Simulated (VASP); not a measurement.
The system is SrAg4Sb2.

```
Sr Ag Sb
1.0
     2.37020    1.36844    8.34300
    -2.37020    1.36844    8.34300
     0.00000   -2.73687    8.34300
Sr Ag Sb
1 4 2
Direct
  0.00000 0.00000 0.00000
  0.14193 0.14193 0.14193
  0.85807 0.85807 0.85807
  0.43502 0.43502 0.43502
  0.56498 0.56498 0.56498
  0.25457 0.25457 0.25457
  0.74543 0.74543 0.74543
```

- Program: VASP 6.6.1
- Task: relaxation of cell and atoms
- Functional: PBEsol
- Potentials or basis: VASP PAW PBE potentials, release 64 (Sr_sv, Ag, Sb)
- Cutoff: 600 eV
- k mesh: 9 × 9 × 9
- Occupations: methfessel-paxton, width 0.1 eV
- Spin: no spin polarisation

At the start: pressure -2.1 GPa; volume 23.19 Å³/atom.

**Question.** Where does the relaxation end?

**Answer.** Over 17 steps the energy falls by 5.3 meV/atom and the volume is 22.48 Å³/atom (-3.1 %); space group R-3m (No. 166, to 0.05 Å).

Step by step:
| step | energy change (eV) | largest force (eV/Å) | pressure (GPa) | volume (Å³) |
| --- | --- | --- | --- | --- |
| 1 | 0.0000 | 0.0646 | -2.06 | 162.36 |
| 2 | -0.0260 | 0.1666 | 1.08 | 155.47 |
| 3 | -0.0332 | 0.0934 | -0.01 | 157.58 |
| 4 | -0.0332 | 0.0967 | 0.06 | 157.49 |
| 5 | -0.0342 | 0.0672 | 0.05 | 157.43 |
| 6 | -0.0351 | 0.0460 | 0.05 | 157.29 |
| 7 | -0.0360 | 0.0391 | -0.07 | 157.45 |
| 8 | -0.0363 | 0.0313 | -0.21 | 157.62 |
| 9 | -0.0368 | 0.0242 | -0.05 | 157.25 |
| 10 | -0.0368 | 0.0198 | 0.04 | 157.04 |
| 11 | -0.0369 | 0.0206 | 0.03 | 157.08 |
| 12 | -0.0370 | 0.0190 | 0.03 | 157.09 |
| 13 | -0.0372 | 0.0134 | 0.06 | 157.09 |
| 14 | -0.0372 | 0.0141 | 0.07 | 157.10 |
| 15 | -0.0373 | 0.0157 | -0.03 | 157.35 |
| 16 | -0.0373 | 0.0159 | -0.04 | 157.36 |
| 17 | -0.0374 | 0.0055 | -0.02 | 157.34 |

Final structure:
```
Sr Ag Sb
1.0
     2.34072    1.35141    8.28983
    -2.34072    1.35141    8.28983
     0.00000   -2.70283    8.28983
Sr Ag Sb
1 4 2
Direct
  0.00000 0.00000 0.00000
  0.14270 0.14270 0.14270
  0.85730 0.85730 0.85730
  0.43656 0.43656 0.43656
  0.56344 0.56344 0.56344
  0.25535 0.25535 0.25535
  0.74465 0.74465 0.74465
```

Caveat: the PAW data sets were made with another functional, which shifts forces and pressure a little.
